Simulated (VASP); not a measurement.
# TiRe (Pm-3m) in VASP: single point with LDA

Aim: the single point of TiRe with LDA.

Program: VASP 6.6.1. These are calculated values, not measurements. Logs are shortened: lines on timing, memory, paths and dates and some standing lists are left out, and cuts for length are marked.

### Step 1. The structure

The structure is cubic, space group Pm-3m (No. 221). Conventional cell: a = 3.118 Å, b = 3.118 Å, c = 3.118 Å, α = 90.00°, β = 90.00°, γ = 90.00°. Ti (site symmetry m-3m) is surrounded by 8 Re at 2.70 Å. Around Re (site symmetry m-3m) lie 8 Ti at 2.70 Å.

### Step 2. Single point, LDA

File INCAR:

```
SYSTEM = TiRe
PREC     = Accurate       ! precision mode
ENCUT    = 520            ! plane-wave cutoff, eV
EDIFF    = 1E-6           ! SCF threshold, eV
ISMEAR   = 1              ! smearing method
SIGMA    = 0.05           ! smearing width, eV
LREAL    = .FALSE.        ! projectors in reciprocal space
LASPH    = .TRUE.         ! aspherical terms in the spheres
NELM     = 100            ! most SCF steps
ALGO     = Normal         ! electronic algorithm
ISIF     = 2              ! what is computed and relaxed
LWAVE    = .FALSE.        ! write WAVECAR
LCHARG   = .FALSE.        ! write CHGCAR
GGA      = CA             ! functional
NBANDS   = 16             ! bands
```

File KPOINTS:

```
regular mesh
0
G
  9 9 9
  0 0 0
```

File POSCAR:

```
TiRe
1.0
    3.1180000000      0.0000000000      0.0000000000
    0.0000000000      3.1180000000      0.0000000000
    0.0000000000      0.0000000000      3.1180000000
Ti Re
1 1
Direct
    0.5000000000      0.5000000000      0.5000000000
    0.0000000000      0.0000000000      0.0000000000
```

Potentials or basis: VASP PAW LDA potentials, release 64 (Ti_sv, Re).

The run is started by

```sh
cat potpaw_LDA.64/Ti_sv/POTCAR potpaw_LDA.64/Re/POTCAR > POTCAR
mpirun -np 1 vasp_std > vasp.out
```

OUTCAR:

```text
SYSTEM = TiRe
   PREC = Accurate
   ENCUT = 520
   EDIFF = 1E-6
   ISMEAR = 1
   LREAL = .FALSE.
   LASPH = .TRUE.
   NELM = 100
   ISIF = 2
   GGA = CA

 ion  position               nearest neighbor table
   1  0.500  0.500  0.500-   2 2.70   2 2.70   2 2.70   2 2.70   2 2.70   2 2.70   2 2.70   2 2.70

   2  0.000  0.000  0.000-   1 2.70   1 2.70   1 2.70   1 2.70   1 2.70   1 2.70   1 2.70   1 2.70

  LATTYP: Found a simple cubic cell.
 ALAT       =     3.1180000000

  Lattice vectors:

 A1 = (   3.1180000000,   0.0000000000,   0.0000000000)
 A2 = (   0.0000000000,   3.1180000000,   0.0000000000)
 A3 = (   0.0000000000,   0.0000000000,   3.1180000000)

Analysis of symmetry for initial positions (statically):
=====================================================================
 Subroutine PRICEL returns:
 Original cell was already a primitive cell.

 Routine SETGRP: Setting up the symmetry group for a
 simple cubic supercell.

 Subroutine GETGRP returns: Found 48 space group operations
 (whereof 48 operations were pure point group operations)
 out of a pool of 48 trial point group operations.

The static configuration has the point symmetry O_h .

Analysis of symmetry for dynamics (positions and initial velocities):
=====================================================================
 Subroutine PRICEL returns:
 Original cell was already a primitive cell.

 Routine SETGRP: Setting up the symmetry group for a
 simple cubic supercell.

 Subroutine GETGRP returns: Found 48 space group operations
 (whereof 48 operations were pure point group operations)
 out of a pool of 48 trial point group operations.

The dynamic configuration has the point symmetry O_h .

 Subroutine INISYM returns: Found 48 space group operations
 (whereof 48 operations are pure point group operations),
 and found     1 'primitive' translations

----------------------------------------------------------------------------------------

                                     Primitive cell

  volume of cell :      30.3130

  direct lattice vectors                    reciprocal lattice vectors
     3.118000000  0.000000000  0.000000000     0.320718409  0.000000000  0.000000000
     0.000000000  3.118000000  0.000000000     0.000000000  0.320718409  0.000000000
     0.000000000  0.000000000  3.118000000     0.000000000  0.000000000  0.320718409

  length of vectors
     3.118000000  3.118000000  3.118000000     0.320718409  0.320718409  0.320718409

  position of ions in fractional coordinates (direct lattice)
     0.500000000  0.500000000  0.500000000
     0.000000000  0.000000000  0.000000000

  ion indices of the primitive-cell ions
   primitive index   ion index
                 1           1
                 2           2

----------------------------------------------------------------------------------------

 KPOINTS: regular mesh

Automatic generation of k-mesh.
 Grid dimensions read from file:
 generate k-points for:    9    9    9

 Generating k-lattice:

  Cartesian coordinates                     Fractional coordinates (reciprocal lattice)
     0.035635379  0.000000000  0.000000000     0.111111111  0.000000000  0.000000000
     0.000000000  0.035635379  0.000000000     0.000000000  0.111111111  0.000000000
     0.000000000  0.000000000  0.035635379     0.000000000  0.000000000  0.111111111

  Length of vectors
     0.035635379  0.035635379  0.035635379

  Shift w.r.t. Gamma in fractional coordinates (k-lattice)
     0.000000000  0.000000000  0.000000000

 Subroutine IBZKPT returns following result:
 ===========================================

 Found     35 irreducible k-points:

 Following reciprocal coordinates:
            Coordinates               Weight
  0.000000  0.000000  0.000000      1.000000
  0.111111  0.000000  0.000000      6.000000
  0.222222  0.000000  0.000000      6.000000
  0.333333  0.000000  0.000000      6.000000
  0.444444  0.000000  0.000000      6.000000
  0.111111  0.111111  0.000000     12.000000
[... 16 lines left out ...]
  0.333333  0.333333  0.111111     24.000000
  0.444444  0.333333  0.111111     48.000000
 [... further k-points ...]
   k-points           NKPTS =     35   k-points in BZ     NKDIM =     35   number of bands    NBANDS=     16
   number of dos      NEDOS =    301   number of ions     NIONS =      2
   total plane-waves  NPLWV =  13824
   dimension x,y,z NGX =    24 NGY =   24 NGZ =   24
   dimension x,y,z NGXF=    48 NGYF=   48 NGZF=   48
   ions per type =               1   1
   NGX,Y,Z   is equivalent  to a cutoff of  12.80, 12.80, 12.80 a.u.
   NGXF,Y,Z  is equivalent  to a cutoff of  25.59, 25.59, 25.59 a.u.
 SYSTEM =  TiRe
   PREC   = accura    normal or accurate (medium, high low for compatibility)
   ISTART =      0    job   : 0-new  1-cont  2-samecut
   ICHARG =      2    charge: 1-file 2-atom 10-const
   ISPIN  =      1    spin polarized calculation?
   LNONCOLLINEAR =      F non collinear calculations
   LSORBIT =      F    spin-orbit coupling
   LASPH  =      T    aspherical Exc in radial PAW
   ENCUT  =  520.0 eV  38.22 Ry    6.18 a.u.   5.80  5.80  5.80*2*pi/ulx,y,z
   NELM   =    100;   NELMIN=  2; NELMDL= -5     # of ELM steps
   EDIFF  = 0.1E-05   stopping-criterion for ELM
   LREAL  =      F    real-space projection
   EDIFFG = 0.1E-04   stopping-criterion for IOM
   NSW    =      0    number of steps for IOM
   IBRION =     -1    ionic relax: 0-MD 1-quasi-New 2-CG
   NFREE  =      0    steps in history (QN), initial steepest desc. (CG)
   ISIF   =      2    stress and relaxation
   ISYM   =      2    0-nonsym 1-usesym 2-fastsym
   POTIM  = 0.5000    time-step for ionic-motion
   TEBEG  =    0.0;   TEEND  =   0.0 temperature during run
   PSTRESS=    0.0 pullay stress
   NELECT =      19.0000    total number of electrons
   NUPDOWN=      -1.0000    fix difference up-down
   EMIN   =  10.00;   EMAX   =-10.00  energy-range for DOS
   EFERMI =   0.00;   METHOD = LEGACY
   ISMEAR =     1;   SIGMA  =   0.05  broadening in eV -4-tet -1-fermi 0-gaus
   EFERMI_NEDOS =   21; number of points for ismear=-14 and -15
   IALGO  =     38    algorithm
   IMIX   =      4    mixing-type and parameters
     AMIX     =   0.40;   BMIX     =  1.00
     AMIX_MAG =   1.60;   BMIX_MAG =  1.00
  volume/ion in A,a.u.               =      15.16       102.28
  Fermi-wavevector in a.u.,A,eV,Ry     =   1.401038  2.647578 26.706978  1.962908
  Thomas-Fermi vector in A             =   2.523939
   LORBIT       =      0    0 simple, 1 ext, 2 COOP (PROOUT), +10 PAW based schemes
   GGA     = CA    functional components
   LHFCALC =     F    Hartree Fock is set to
   AEXX    =    0.0000 exact exchange contribution
   IVDW    =     0    specifies the selected vdW correction
   LEPSILON=     F    determine dielectric tensor
   LRPA    =     F    only Hartree local field effects (RPA)
 non-spin polarized calculation
 Methfessel and Paxton  Order N= 1 SIGMA  =   0.05
  energy-cutoff  :      520.00
  volume of cell :       30.31
 maximum number of plane-waves:       831
 NGX is ok and might be reduce to    24
   NGX = 11   NGY = 11   NGZ = 11

 number of electron      18.9999997 magnetization

 Free energy of the ion-electron system (eV)
  ---------------------------------------------------
  ext. energy  EPLUGINS =         0.00000000
  ---------------------------------------------------
  free energy    TOTEN  =       -23.13693807 eV

  energy without entropy =      -23.13709445  energy(sigma->0) =      -23.13699020

 E-fermi :   8.0584     XC(G=0): -13.0900

 val. band max:        8.0498661997   @ k =   0.4444   0.0000   0.0000
 cond. band min:       8.0860723463   @ k =   0.1111   0.0000   0.0000
 fundamental gap:      0.0362061466
 Fermi energy:         8.0583560585

 k-point     1 :       0.0000    0.0000    0.0000
  band No.  band energies     occupation
      1     -47.3974      2.00000
      2     -23.9512      2.00000
      3     -23.9512      2.00000
      4     -23.9512      2.00000
      5       0.4515      2.00000
      6       3.8560      2.00000
[... 8 lines left out ...]
     15      12.7554      0.00000
     16      17.5579      0.00000

 k-point     2 :       0.1111    0.0000    0.0000
  band No.  band energies     occupation
      1     -47.3946      2.00000
      2     -23.9785      2.00000
      3     -23.9508      2.00000
      4     -23.9508      2.00000
      5       0.7167      2.00000
      6       3.9887      2.00000
[... 8 lines left out ...]
     15      12.5826      0.00000
     16      16.6875      0.00000

 k-point     3 :       0.2222    0.0000    0.0000
  band No.  band energies     occupation
      1     -47.3873      2.00000
      2     -24.0471      2.00000
      3     -23.9496      2.00000
      4     -23.9496      2.00000
      5       1.4563      2.00000
      6       4.3736      2.00000
[... 8 lines left out ...]
     15      12.1077      0.00000
     16      14.9092      0.00000

 k-point     4 :       0.3333    0.0000    0.0000
  band No.  band energies     occupation
      1     -47.3791      2.00000
      2     -24.1243      2.00000
      3     -23.9484      2.00000
      4     -23.9484      2.00000
      5       2.4836      2.00000
      6       4.9548      2.00000
[... 8 lines left out ...]
     15      11.5033      0.00000
     16      13.2427      0.00000
[... 324 lines left out ...]
 k-point    22 :       0.4444    0.2222    0.1111
  band No.  band energies     occupation
      1     -47.3654      2.00000
      2     -24.1490      2.00000
      3     -24.0217      2.00000
      4     -23.9604      2.00000
      5       3.9316      2.00000
      6       4.8821      2.00000
[... 8 lines left out ...]
     15      12.3103      0.00000
     16      13.5570      0.00000

 k-point    23 :       0.3333    0.3333    0.1111
  band No.  band energies     occupation
      1     -47.3640      2.00000
      2     -24.0987      2.00000
      3     -24.0842      2.00000
      4     -23.9578      2.00000
      5       3.6963      2.00000
      6       4.7167      2.00000
[... 8 lines left out ...]
     15      12.4108      0.00000
     16      15.1991      0.00000

 k-point    24 :       0.4444    0.3333    0.1111
  band No.  band energies     occupation
      1     -47.3601      2.00000
      2     -24.1336      2.00000
      3     -24.0833      2.00000
      4     -23.9538      2.00000
      5       3.9422      2.00000
      6       4.3598      2.00000
[... 8 lines left out ...]
     15      13.0938      0.00000
     16      14.0892      0.00000

 [... further k-points ...]
[... 5 lines left out ...]
  --------------------------------------------------------------------------------------
  -------------------------------------------------------------------------------------
  Total       -2.4861296     -2.4861296     -2.4861296     -0.0000000     -0.0000000      0.0000000
  in kB     -131.4032195   -131.4032195   -131.4032195     -0.0000000     -0.0000000      0.0000000
  external PRESSURE =    -131.4032195 kB  Pullay stress =       0.0000000 kB

 VOLUME and BASIS-vectors are now :
 -----------------------------------------------------------------------------
  energy-cutoff  :      520.00
  volume of cell :       30.31
      direct lattice vectors                 reciprocal lattice vectors
     3.118000000  0.000000000  0.000000000     0.320718409  0.000000000  0.000000000
     0.000000000  3.118000000  0.000000000     0.000000000  0.320718409  0.000000000
     0.000000000  0.000000000  3.118000000     0.000000000  0.000000000  0.320718409

 POSITION                                       TOTAL-FORCE (eV/Angst)
 -----------------------------------------------------------------------------------
      1.55900      1.55900      1.55900         0.000000      0.000000      0.000000
      0.00000      0.00000      0.00000         0.000000      0.000000      0.000000
 -----------------------------------------------------------------------------------
    total drift:                                0.000000      0.000000     -0.000000

  FREE ENERGIE OF THE ION-ELECTRON SYSTEM (eV)
  ---------------------------------------------------
  free  energy   TOTEN  =       -23.1369380729 eV

  energy  without entropy=      -23.1370944488  energy(sigma->0) =      -23.13699020
```

Wall time 6.5 s (1 thread of Intel Xeon 6975P-C (Granite Rapids), shared host); peak memory 0.13 GiB.

Results:

| Property | Result |
| --- | --- |
| Free energy | -23.1369 eV |
| Pressure | -13.1 GPa |
| Band gap on the k mesh | none (metal or under the smearing width) |
